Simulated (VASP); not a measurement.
A VASP calculation is set up with these files.

**INCAR**
```
SYSTEM = AlN
PREC = Accurate
ENCUT = 520
EDIFF = 1E-6
NELM = 100
ALGO = Normal
LREAL = .FALSE.
LASPH = .TRUE.
ISMEAR = 0
SIGMA = 0.05
LWAVE = .FALSE.
LCHARG = .FALSE.
ISIF = 2
METAGGA = R2SCAN
LEPSILON = .TRUE.
```

File KPOINTS:
```
Automatic mesh
0
Gamma
8 8 8
0 0 0
```

**POSCAR**
```
AlN
1
    0.0000000000     2.2338000000     2.2338000000
    2.2338000000     0.0000000000     2.2338000000
    2.2338000000     2.2338000000     0.0000000000
Al N
1 1
Direct
  0.0000000000   0.0000000000   0.0000000000
  0.2500000000   0.2500000000   0.2500000000
```

POTCAR, in this order: Al N (PBE.64 set). Program: vasp_std.

Q: Does this input run properly? What does VASP do?

A: There is a fault: LEPSILON was set with a meta-GGA. VASP stops with an error: You have switched on METAGGA and linear-response routines. This combination is currently not supported. If you have selected LEPSILON=.TRUE., you can try using LCALCEPS=.TRUE. instead. In all other cases, VASP will stop. SOOO sorry... ----> I REFUSE TO CONTINUE WITH THIS SICK JOB ... BYE!!! <----



To mend it, use a GGA with LEPSILON, or finite fields (LCALCEPS) with the meta-GGA. The plain static run on this cell (PBE GGA, plane waves, VASP's PBE PAW potentials (set 64)) converges, and its OSZICAR ends with
```
   1 F= -.14822460E+02 E0= -.14822460E+02  d E =-.577249E-16
```

The compound is AlN in the zinc blende structure, a metastable form; wurtzite is the usual one. The cell was not relaxed at this level.
